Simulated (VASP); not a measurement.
**A VASP study of Fe (LDA): structure first, properties next**

Aim: relax Fe with LDA, compute its properties on that cell and hold them against experiment. The steps: full relaxation (LDA), second relaxation, single point with fields (LDA), band structure (LDA), total and projected DOS (LDA), core levels (LDA), independent-particle dielectric function (LDA) and field gradients at the nuclei (LDA). The start is a cell from a database of measured crystal structures.

Main program and level: VASP 6.6.1; LDA, spin-polarised from a ferromagnetic start (one magnetic atom a cell); plane waves and PAW (Fe).

**What experiment says.**

For Fe, bcc (commercial iron metal powder), “Abiotic ammonium formation in the presence of Ni-Fe metals and alloys and its implications for the Hadean nitrogen cycle” (2008, pmc:2430951) gives, by powder XRD, LeBail refinement: lattice constant a (cubic cell parameter a) 2.866 ± 0.001 Å [commercial metal powder; measurement temperature not stated].

Report form: the programs' logs are mostly left out.

The database entry behind the starting cell differs from later determinations by our own check (an axis about 0.7 % long against later determinations), so it need not match the best structure at ambient conditions.

### Step 1. Set-up

Before any relaxation, the start is as follows. It takes space group Im-3m (No. 229, cubic). Conventional cell: a = 2.886 Å, b = 2.886 Å, c = 2.886 Å, α = 90.00°, β = 90.00°, γ = 90.00°. Nearest to Fe lie 8 Fe at 2.50 Å.

As a file:

```
Fe
1.0
    -1.44300    1.44300    1.44300
     1.44300   -1.44300    1.44300
     1.44300    1.44300   -1.44300
Fe
1
Direct
  0.00000 0.00000 0.00000
```

### Step 2. Full relaxation (LDA)

Properties are meant for the cell that this level of theory prefers, so cell and atoms are relaxed first (ISIF = 3) until forces and stress are small; EDIFFG sets the threshold. LDA, the lowest rung, knows the local density alone.

INCAR reads:

```
SYSTEM = Fe
PREC = Accurate
ENCUT = 400
EDIFF = 1E-06
NELM = 100
ISMEAR = 1
SIGMA = 0.2
LREAL = .FALSE.
ALGO = Normal
GGA = CA
NBANDS = 10
ISPIN = 2
MAGMOM = 3
LMAXMIX = 4
LORBIT = 11
LWAVE = .FALSE.
LCHARG = .FALSE.
KPAR = 2
IBRION = 2
NSW = 60
ISIF = 3
EDIFFG = -0.01
```

POSCAR reads:

```
Fe
1.0
   -1.4430000000      1.4430000000      1.4430000000
    1.4430000000     -1.4430000000      1.4430000000
    1.4430000000      1.4430000000     -1.4430000000
Fe
1
Direct
    0.0000000000      0.0000000000      0.0000000000
```

KPOINTS reads:

```
Automatic mesh
0
Gamma
13 13 13
0 0 0
```

PAW data sets: Fe (LDA family, release 64).

Run with:

```
mpirun -np 2 vasp_std
```

It took 22 s on 2 MPI ranks of AMD EPYC 7R43, shared host; peak memory 0.19 GiB; 41 s of CPU time.

The cell holds one magnetic atom, so no antiferromagnetic order fits into it. After so large a change of volume the plane waves of the start cell no longer fit, so the final stress carries a basis-set error. The run keeps the 48 symmetry operations of its start, so it cannot find a distortion of lower symmetry.

Relaxation path:

```csv
step,energy less that of the first step (eV),largest force (eV/Å),pressure (GPa),volume (Å³)
1,0.0000,0.0000,-27.27,12.02
2,0.0896,0.0000,60.08,8.80
3,-0.1647,0.0000,-0.84,10.41
4,-0.1648,0.0000,-0.09,10.38
```

```csv
"conventional cell, symmetrised",before,after,change
a (Å),2.886,2.748,-4.8 %
b (Å),2.886,2.748,-4.8 %
c (Å),2.886,2.748,-4.8 %
volume (Å³/atom),12.02,10.38,-13.6 %
```

The relaxed structure:

```cif
data_structure
_symmetry_space_group_name_H-M 'P 1'
_symmetry_Int_Tables_number 1
_cell_length_a 2.3802
_cell_length_b 2.3802
_cell_length_c 2.3802
_cell_angle_alpha 109.471
_cell_angle_beta 109.471
_cell_angle_gamma 109.471
_cell_volume 10.38
loop_
_atom_site_label
_atom_site_type_symbol
_atom_site_fract_x
_atom_site_fract_y
_atom_site_fract_z
_atom_site_occupancy
Fe1 Fe 0.00000 0.00000 0.00000 1
```

Numbers from this step:

```
electrons                                         : 8
bands                                             : 10
irreducible k-points                              : 84
symmetry operations                               : 48
free energy (TOTEN)                               : -9.231 eV
energy at zero smearing                           : -9.231 eV
Fermi energy                                      : 6.795 eV
pressure                                          : -0.09474 GPa
moment of the cell, from the last line of the log : 1.990 μB
metallic, judged on the points sampled            : yes
SCF cycles over all ionic steps                   : 40
```

Spin moment in the PAW sphere by atom:

```csv
atom,spin moment in the PAW sphere (μB)
Fe1,1.96
```

It ends with forces that vanish by symmetry and a pressure of -0.09 GPa. The volume lies -13.6 % from that of the database's start, part of which can be the thermal and zero-point expansion of its experiment. That is more than most functionals err by.

### Step 3. Second relaxation

The basis stayed that of the start cell while the cell moved. A rerun from the cell reached resets it; the error of the finite cutoff stays.

INCAR is that of step 2.

POSCAR reads:

```
Fe
1.0
   -1.3742204346      1.3742204346      1.3742204346
    1.3742204346     -1.3742204346      1.3742204346
    1.3742204346      1.3742204346     -1.3742204346
Fe
1
Direct
    0.0000000000      0.0000000000      0.0000000000
```

KPOINTS is that of step 2.

Run with:

```
mpirun -np 2 vasp_std
```

Wall time 24 s (2 MPI ranks); peak memory 0.18 GiB.

Little changed from the start: no atom moved by 0.005 Å and no cell edge by 0.1 %.

Numbers from this step:

```yaml
free_energy_toten: -9.227 eV
energy_at_zero_smearing: -9.227 eV
fermi_energy: 6.815 eV
pressure: 0.02702 GPa
moment_of_the_cell_from_the_last_line_of_the_log: 1.987 μB
scf_cycles_over_all_ionic_steps: 27
```

It ends with forces that vanish by symmetry and a pressure of 0.03 GPa. The volume moved by only 0.15 %, so the volume is settled.

### Step 4. Single point with fields (LDA)

A single point on the relaxed cell gives a clean self-consistent state, with density, ELF and potential written out.

Changes to INCAR since step 3:

```diff
@@ -16,7 +16,5 @@
 LWAVE = .FALSE.
-LCHARG = .FALSE.
-KPAR = 2
-IBRION = 2
-NSW = 60
-ISIF = 3
-EDIFFG = -0.01
+LCHARG = .TRUE.
+ISIF = 2
+LELF = .TRUE.
+LVHAR = .TRUE.
```

POSCAR reads:

```
Fe
1.0
   -1.3735385487      1.3735385487      1.3735385487
    1.3735385487     -1.3735385487      1.3735385487
    1.3735385487      1.3735385487     -1.3735385487
Fe
1
Direct
    0.0000000000      0.0000000000      0.0000000000
```

KPOINTS is that of step 3.

Run with:

```
mpirun -np 2 vasp_std
```

It took 14 s on 2 MPI ranks; peak memory 0.15 GiB; 25 s of CPU time.

With spin, VASP writes an ELF for each channel.

This step gave:

```
SCF cycles : 15
pressure   : 0.007805 GPa
```

Valence electrons inside each PAW sphere by angular momentum. Sphere charges, by row:

```csv
atom,s (e),p (e),d (e),tot (e)
Fe1,0.528,0.621,6.335,7.484
```

Spin density in the ac plane of the conventional cell at fractional y = 0.000, with atoms of Fe within 0.2 Å of it.

Values in e/Å³, 13 rows by 14 columns, each cell a mean:
```
2.7 2.2 1.5 0.7 0.2 0.1 0.0 0.0 0.0 0.1 0.3 0.9 1.6 2.4
1.8 1.4 0.8 0.4 0.1 0.0 0.0 0.0 0.0 0.0 0.1 0.5 1.0 1.6
0.9 0.7 0.3 0.1 0.0 0.0 0.0 0.0 0.0 0.0 0.0 0.2 0.4 0.7
0.3 0.2 0.1 0.0 0.0 0.0 0.0 0.0 0.0 0.0 0.0 0.0 0.1 0.2
0.1 0.0 0.0 0.0 0.0 0.0 0.0 0.0 0.0 0.0 0.0 0.0 0.0 0.0
0.0 0.0 0.0 0.0 0.0 0.0 0.0 0.0 0.0 0.0 0.0 0.0 0.0 0.0
0.0 0.0 0.0 0.0 0.0 0.0 0.0 0.0 0.0 0.0 0.0 0.0 0.0 0.0
0.0 0.0 0.0 0.0 0.0 0.0 0.0 0.0 0.0 0.0 0.0 0.0 0.0 0.0
0.2 0.1 0.1 0.0 0.0 0.0 0.0 0.0 0.0 0.0 0.0 0.0 0.1 0.2
0.7 0.5 0.2 0.1 0.0 0.0 0.0 0.0 0.0 0.0 0.0 0.1 0.3 0.5
1.6 1.2 0.7 0.3 0.1 0.0 0.0 0.0 0.0 0.0 0.1 0.3 0.8 1.3
2.5 2.1 1.3 0.6 0.2 0.0 0.0 0.0 0.0 0.1 0.3 0.8 1.5 2.2
3.1 2.6 1.7 0.9 0.3 0.1 0.0 0.0 0.0 0.1 0.4 1.1 1.9 2.7
```
Columns run along a (2.7 Å), rows up along c (2.7 Å), edges of the conventional cell, whose origin can differ from the input's. Atoms in or near the plane, at fractional coordinates: Fe at (0.00, 0.00).

ELF of down spins in the ac plane of the conventional cell at fractional y = 0.000, with atoms of Fe within 0.2 Å of it. It is the smooth field of the valence electrons, not physical close to the nuclei.

Values, 13 rows by 14 columns, each cell a mean:
```
0.00 0.01 0.02 0.05 0.12 0.23 0.37 0.44 0.35 0.20 0.10 0.04 0.01 0.00
0.01 0.02 0.05 0.12 0.19 0.29 0.42 0.48 0.40 0.27 0.17 0.10 0.05 0.01
0.03 0.06 0.12 0.21 0.29 0.38 0.47 0.51 0.46 0.36 0.27 0.19 0.11 0.05
0.09 0.13 0.20 0.30 0.39 0.45 0.49 0.51 0.49 0.45 0.36 0.27 0.19 0.12
0.21 0.25 0.31 0.39 0.46 0.49 0.48 0.49 0.49 0.49 0.45 0.37 0.30 0.24
0.39 0.41 0.45 0.49 0.50 0.48 0.46 0.45 0.46 0.49 0.50 0.49 0.44 0.40
0.42 0.43 0.47 0.51 0.51 0.49 0.46 0.45 0.46 0.49 0.51 0.50 0.46 0.42
0.27 0.31 0.36 0.44 0.48 0.49 0.48 0.47 0.47 0.49 0.47 0.41 0.35 0.29
0.11 0.15 0.22 0.32 0.41 0.47 0.50 0.51 0.49 0.46 0.38 0.29 0.20 0.14
0.04 0.08 0.15 0.23 0.32 0.41 0.49 0.51 0.47 0.39 0.30 0.22 0.13 0.07
0.01 0.03 0.07 0.14 0.22 0.32 0.44 0.49 0.41 0.29 0.20 0.13 0.06 0.02
0.00 0.01 0.02 0.06 0.13 0.24 0.38 0.45 0.35 0.22 0.11 0.05 0.02 0.01
0.01 0.00 0.01 0.03 0.09 0.20 0.35 0.44 0.32 0.17 0.07 0.02 0.01 0.00
```
Columns run along a (2.7 Å), rows up along c (2.7 Å), edges of the conventional cell, whose origin can differ from the input's. Atoms in or near the plane, at fractional coordinates: Fe at (0.00, 0.00).

Valence density in the ac plane of the conventional cell at fractional y = 0.000, with atoms of Fe within 0.2 Å of it. It is the smooth field of the valence electrons, not physical close to the nuclei.

Ten even steps from '_' (0.3 e/Å³) to '@' (8.0 e/Å³), each cell a mean:
```
%%##==..______________::==##
++==::..______________..--==
::....__________________....
____________________________
____________________________
____________________________
____________________________
____________________________
____________________________
....______________________..
==--::________________..::--
%%**==..______________::==##
@@%%++::______________::++%%
```
Columns run along a (2.7 Å), rows up along c (2.7 Å), edges of the conventional cell, whose origin can differ from the input's. Atoms in or near the plane, at fractional coordinates: Fe at (0.00, 0.00).

In this run the pressure is 0.01 GPa, small enough to go on; single stress components reach 0.01 GPa.

### Step 5. Band structure (LDA)

Levels along the symmetry lines show where the bands peak and cross; KPOINTS_OPT computes them in the converged potential.

INCAR reads:

```
SYSTEM = Fe
PREC = Accurate
ENCUT = 400
EDIFF = 1E-06
NELM = 100
ISMEAR = 1
SIGMA = 0.2
LREAL = .FALSE.
ALGO = Normal
GGA = CA
NBANDS = 15
ISPIN = 2
MAGMOM = 1.954
LMAXMIX = 4
LORBIT = 11
LWAVE = .FALSE.
LCHARG = .FALSE.
KPAR = 2
```

POSCAR is that of step 4.

KPOINTS is that of step 4.

KPOINTS_OPT reads:

```
Line mode
16
Line-mode
Reciprocal
  0.00000000   0.00000000   0.00000000 GAMMA
  0.50000000  -0.50000000   0.50000000 H

  0.50000000  -0.50000000   0.50000000 H
  0.00000000   0.00000000   0.50000000 N

  0.00000000   0.00000000   0.50000000 N
  0.00000000   0.00000000   0.00000000 GAMMA

  0.00000000   0.00000000   0.00000000 GAMMA
  0.25000000   0.25000000   0.25000000 P

  0.25000000   0.25000000   0.25000000 P
  0.50000000  -0.50000000   0.50000000 H

  0.25000000   0.25000000   0.25000000 P
  0.00000000   0.00000000   0.50000000 N
```

Run with:

```
mpirun -np 2 vasp_std
```

It took 22 s on 2 MPI ranks; peak memory 0.19 GiB.

This step gave:

* SCF cycles: 13
* bands: 15
* Fermi energy: 6.814 eV
* pressure: 0.1637 GPa

Spin up. The electronic bands at the labelled points (eV, zero at the Fermi level; # counts the bands kept in this run):

```csv
point,#2,#3,#4,#5,#6
Γ,-2.58,-2.58,-2.58,-1.02,-1.02
0.53 of the way,-3.53,-1.95,-1.95,-1.06,0.80
H,-5.46,0.24,0.24,0.24,10.35
0.53 of the way,-3.95,-2.35,-1.47,0.42,5.05
N,-3.85,-0.98,-0.78,0.29,0.56
0.47 of the way,-3.31,-2.71,-1.22,-0.99,-0.92
Γ,-2.58,-2.58,-2.58,-1.02,-1.02
0.47 of the way,-3.39,-3.39,-1.03,-1.03,-0.20
P,-3.68,-3.68,-0.74,-0.74,9.16
0.47 of the way,-3.85,-3.66,-0.58,-0.58,7.45
H,-5.46,0.24,0.24,0.24,10.35
jump to P,-3.68,-3.68,-0.74,-0.74,9.16
0.53 of the way,-3.93,-2.16,-0.87,-0.76,4.04
N,-3.85,-0.98,-0.78,0.29,0.56
```

Spin down. The electronic bands at the labelled points (eV, zero at the Fermi level; # counts the bands kept in this run):

```csv
point,#1,#2,#3,#4,#5,#6
Γ,-8.81,-0.96,-0.96,-0.96,1.11,1.11
0.53 of the way,-4.15,-1.84,-0.36,-0.36,0.68,2.53
H,-4.01,-4.01,2.10,2.10,2.10,10.81
0.53 of the way,-3.38,-2.54,-0.79,0.22,2.29,6.08
N,-4.43,-2.38,0.68,1.03,1.40,2.44
0.47 of the way,-6.05,-1.78,-1.28,0.74,0.78,1.22
Γ,-8.81,-0.96,-0.96,-0.96,1.11,1.11
0.47 of the way,-5.61,-1.89,-1.89,1.06,1.06,1.49
P,-2.42,-2.42,-2.42,1.45,1.45,10.13
0.47 of the way,-2.46,-2.46,-2.28,1.27,1.27,8.53
H,-4.01,-4.01,2.10,2.10,2.10,10.81
jump to P,-2.42,-2.42,-2.42,1.45,1.45,10.13
0.53 of the way,-3.60,-2.53,-1.08,1.20,1.42,5.22
N,-4.43,-2.38,0.68,1.03,1.40,2.44
```

There is no gap at this level.

Spin up: of the bands kept, 4 cross the Fermi level on this path. Spin down: of the bands kept, 3 cross the Fermi level on this path.

### Step 6. Total and projected DOS (LDA)

A density of states needs more k-points than a total energy, and tetrahedra (ISMEAR = -5) or a smearing that fits the mesh; LORBIT projects the states on the PAW spheres. The mesh is finer than in the run before.

Changes to INCAR since step 5:

```diff
@@ -5,3 +5,3 @@
 NELM = 100
-ISMEAR = 1
+ISMEAR = -5
 SIGMA = 0.2
@@ -18 +18,2 @@
 KPAR = 2
+NEDOS = 2001
```

POSCAR is that of step 5.

KPOINTS reads:

```
Automatic mesh
0
Gamma
20 20 20
0 0 0
```

Run with:

```
mpirun -np 2 vasp_std
```

Run time: 46 s. Hardware: 2 MPI ranks; peak memory 0.32 GiB; 89 s of CPU time.

With tetrahedra the forces and stress of a metal are not exact derivatives of the energy.

Numbers from this step:

```yaml
irreducible_k_points: 256
free_energy_toten: -9.225 eV
fermi_energy: 6.752 eV
pressure: -0.2735 GPa
moment_of_the_cell_from_the_last_line_of_the_log: 1.967 μB
dos_at_the_fermi_level_one_point_of_the_energy_grid: 0.9939 states/eV/cell
```

The density of states has structure finer than the step of the table below, so its rows give means over 0.5 eV, whole bins alone (the curve runs from -12.0 to 8.00 eV). Peaks (eV: height): total down -3.29: 0.824, -2.31: 1.42, 1.46: 3.45; total up -4.61: 1.05, -3.70: 1.85, -2.81: 1.49, -0.68: 2.99; Fe d up -4.61: 0.760, -3.70: 1.64, -2.81: 1.25, -0.68: 2.91; Fe d down -3.29: 0.604, -2.31: 1.23, 1.46: 3.37.

States under -12.0 eV and over 8.0 eV are left out. The density of states by energy, zero at the Fermi level; means over each step; values in states/eV/cell:

```csv
energy (eV),total down,total up,Fe d up,Fe d down
-9.5,0,0,0,0
-9.0,0,0.00767,0,0
-8.5,0.0122,0.0239,1.6e-5,0
-8.0,0.0263,0.0351,5.1e-4,3.9e-6
-7.5,0.0366,0.0462,0.00138,4.6e-4
-7.0,0.0467,0.0594,0.00357,0.00122
-6.5,0.0577,0.0776,0.00856,0.00267
-6.0,0.0713,0.111,0.0221,0.00567
-5.5,0.0904,0.301,0.150,0.0119
-5.0,0.122,0.610,0.409,0.0262
-4.5,0.230,0.752,0.562,0.0937
-4.0,0.388,0.530,0.450,0.220
-3.5,0.626,1.16,1.03,0.432
-3.0,0.435,1.07,0.894,0.332
-2.5,0.702,0.772,0.643,0.595
-2.0,1.04,0.370,0.306,0.889
-1.5,1.06,0.779,0.717,0.861
-1.0,0.684,1.72,1.65,0.562
-0.5,0.261,1.25,1.19,0.201
0.0,0.350,0.702,0.649,0.306
0.5,0.807,0.308,0.269,0.757
1.0,1.26,0.147,0.0991,1.22
1.5,1.58,0.140,0.0844,1.53
2.0,0.680,0.136,0.0750,0.638
2.5,0.215,0.130,0.0661,0.179
3.0,0.172,0.123,0.0589,0.126
3.5,0.157,0.116,0.0524,0.104
4.0,0.145,0.107,0.0460,0.0882
4.5,0.134,0.0983,0.0407,0.0761
5.0,0.122,0.0880,0.0350,0.0646
5.5,0.110,0.0772,0.0298,0.0553
6.0,0.0986,0.0670,0.0251,0.0466
6.5,0.0856,0.0530,0.0190,0.0385
7.0,0.0736,0.0355,0.0116,0.0314
7.5,0.0589,0.0255,0.00772,0.0238
```

The finer mesh and the other smearing move the Fermi level by -0.06 eV from the 13×13×13 run, one measure of the sampling error in the zero of the bands above.

### Step 7. Core levels (LDA)

ICORELEVEL = 1 prints the core eigenvalues in the potential of the ground state.

Changes to INCAR since step 6:

```diff
@@ -5,3 +5,3 @@
 NELM = 100
-ISMEAR = -5
+ISMEAR = 1
 SIGMA = 0.2
@@ -10,3 +10,3 @@
 GGA = CA
-NBANDS = 15
+NBANDS = 10
 ISPIN = 2
@@ -18,2 +18,2 @@
 KPAR = 2
-NEDOS = 2001
+ICORELEVEL = 1
```

POSCAR is that of step 6.

KPOINTS reads:

```
Automatic mesh
0
Gamma
13 13 13
0 0 0
```

Run with:

```
mpirun -np 2 vasp_std
```

The job ended after 13 s (2 MPI ranks; peak memory 0.16 GiB; 23 s of CPU time).

These are scalar-relativistic Kohn-Sham levels of the ground state, with no core hole, so they are not binding energies.

Numbers from this step:

```yaml
bands: 10
irreducible_k_points: 84
free_energy_toten: -9.227 eV
fermi_energy: 6.814 eV
pressure: 0.1778 GPa
moment_of_the_cell_from_the_last_line_of_the_log: 1.987 μB
```

Kohn-Sham core levels. Core levels, by row:

```csv
atom,shell,level below the Fermi level (eV)
Fe1,1s,6958
Fe1,2s,809.5
Fe1,2p,690.5
Fe1,3s,86.06
Fe1,3p,52.67
```

### Step 8. Independent-particle dielectric function (LDA)

LOPTICS sums transitions from filled to empty bands. The mesh is finer than in the run before. NBANDS is raised for it.

Changes to INCAR since step 7:

```diff
@@ -10,3 +10,3 @@
 GGA = CA
-NBANDS = 10
+NBANDS = 12
 ISPIN = 2
@@ -18,2 +18,4 @@
 KPAR = 2
-ICORELEVEL = 1
+LOPTICS = .TRUE.
+NEDOS = 1500
+CSHIFT = 0.1
```

POSCAR is that of step 7.

KPOINTS reads:

```
Automatic mesh
0
Gamma
20 20 20
0 0 0
```

Run with:

```
mpirun -np 2 vasp_std
```

Wall time 38 s (2 MPI ranks); peak memory 0.3 GiB.

These are independent-particle spectra without excitons or local fields. Fine structure and low peaks depend on the mesh and on CSHIFT. The intraband (Drude) part is not in this spectrum.

Numbers from this step:

```yaml
bands: 12
irreducible_k_points: 256
free_energy_toten: -9.226 eV
energy_at_zero_smearing: -9.226 eV
fermi_energy: 6.745 eV
pressure: -0.1598 GPa
moment_of_the_cell_from_the_last_line_of_the_log: 1.976 μB
```

The imaginary dielectric function, xx by photon energy; read off at these points:

```csv
photon energy (eV),"imaginary dielectric function, xx"
0.0,0
0.4,40.2
1.0,39.1
2.0,28.6
3.0,24.7
4.0,11.3
5.0,4.72
6.0,4.39
7.0,5.30
8.0,2.48
9.0,1.69
10.0,2.36
11.0,2.85
12.0,2.24
13.0,1.88
14.0,2.03
15.0,1.65
16.0,1.57
17.0,1.35
18.0,1.23
19.0,1.35
20.0,1.38
21.0,1.51
22.0,1.46
23.0,1.24
24.0,0.997
```

Table of real dielectric function, xx by photon energy:

```csv
photon energy (eV),"real dielectric function, xx"
0.0,90.0
0.5,44.9
1.0,25.3
1.5,14.0
2.0,8.87
2.5,3.91
3.0,-1.23
3.5,-8.06
4.0,-8.94
4.5,-6.95
5.0,-4.19
5.5,-2.27
6.0,-2.20
6.5,-0.144
7.0,-2.63
7.5,-2.39
8.0,-1.68
8.5,-1.11
9.0,-0.397
9.5,0.325
10.0,0.575
10.5,0.246
11.0,0.556
11.5,0.119
12.0,-0.0298
12.5,0.125
13.0,0.351
13.5,0.536
14.0,0.399
14.5,0.335
15.0,0.205
15.5,0.118
16.0,0.0705
16.5,0.164
17.0,0.0163
17.5,0.228
18.0,0.222
18.5,0.322
19.0,0.427
19.5,0.387
20.0,0.347
20.5,0.367
21.0,0.237
21.5,0.273
22.0,0.0265
22.5,0.0529
23.0,-0.0364
23.5,-0.0613
24.0,-0.00122
24.5,-0.0186
```

### Step 9. Field gradients at the nuclei (LDA)

Field gradients probe how far the charge around each nucleus departs from cubic symmetry; LASPH keeps the non-spherical terms inside the spheres.

INCAR reads:

```
SYSTEM = Fe
PREC = Accurate
ENCUT = 400
EDIFF = 1E-07
NELM = 100
ISMEAR = 1
SIGMA = 0.2
LREAL = .FALSE.
ALGO = Normal
GGA = CA
NBANDS = 10
ISPIN = 2
MAGMOM = 1.954
LMAXMIX = 4
LORBIT = 11
LWAVE = .FALSE.
LCHARG = .FALSE.
KPAR = 2
LEFG = .TRUE.
LASPH = .TRUE.
```

POSCAR is that of step 8.

KPOINTS reads:

```
Automatic mesh
0
Gamma
13 13 13
0 0 0
```

Run with:

```
mpirun -np 2 vasp_std
```

Elapsed: 13 s, on 2 MPI ranks; peak memory 0.17 GiB.

Numbers from this step:

- SCF cycles: 15
- bands: 10
- irreducible k-points: 84
- free energy (TOTEN): -9.227 eV
- energy at zero smearing: -9.227 eV
- Fermi energy: 6.815 eV
- pressure: 0.004261 GPa
- moment of the cell, from the last line of the log: 1.987 μB

Electric field gradients, by row:

```csv
atom,Vxx (V/Å²),Vyy (V/Å²),Vzz (V/Å²),asymmetry
Fe1,-0.002,-0.002,0.003,-
```

All gradients vanish within the noise.

The run ends at a pressure of 0.00 GPa.

### Step 10. Results

| Quantity | Value |
| --- | --- |
| relaxed volume | 10.37 Å³/atom |
| relaxed conventional cell a, b, c | 2.747, 2.747, 2.747 Å |
| space group after relaxing, within 0.02 Å | Im-3m (No. 229) |
| moment of the cell (20×20×20 mesh) | 1.97 μB |
| largest site moment (20×20×20 mesh) | 1.93 μB on Fe1 |
| band gap | none, a metal |
| DOS at the Fermi level | 0.994 states/eV/cell |
| shallowest level of the frozen cores | Fe1 3p, 52.7 eV deep |
| largest field gradient Vzz | zero within the noise on all sites |

**Reading.** With LDA, Fe relaxes to 10.37 Å³/atom in space group Im-3m, comes out as a metal and keeps moments of up to 1.93 μB (20×20×20 mesh). Against the listed cell the volume lies -13.8 %. That is more than most functionals err by: the functional, an added U, the listed cell, the magnetic state or a missing interaction may be at fault. Band structure (LDA), spin up: Of the bands kept, 4 cross the Fermi level on this path. Band structure (LDA), spin down: Of the bands kept, 3 cross the Fermi level on this path. Only the typed magnetic starts were tried, so the magnetic ground state may differ and with it the other results. No search among competing phases was made. All values are for a static lattice at zero temperature.

Calculation against experiment:

```
              quantity  measured             LDA
lattice constant a (Å)     2.866  2.747 (-4.1 %)
```

Measured values from pmc:2430951 (2008).

Verdict: The lattice constant a is off by -4.1 %: a clear miss. The grades are ours: good and fair within 0.7 and 1.5 % for the lattice constant a. For lattice constants the calculation has a static lattice, without zero-point motion or thermal expansion.

[Lines on the potential files, build, host, timing and source positions are cut from VASP's logs without a mark.]

[Logs are printed without paths, hosts, clocks, repeated set-up lines and the standing remarks that a program may print on its own settings, such as how far it seeks lower states.]

[Hosts, paths, dates, database ids (printed as entryN), source tags and the programs' standing remarks are cut or masked in the printed files.]

[A measured line is paired with the nearest computed mode of its activity, which favours agreement.]

[In band tables of VASP the shares of atoms and orbitals are scaled to a sum of 1 inside the atoms' spheres.]
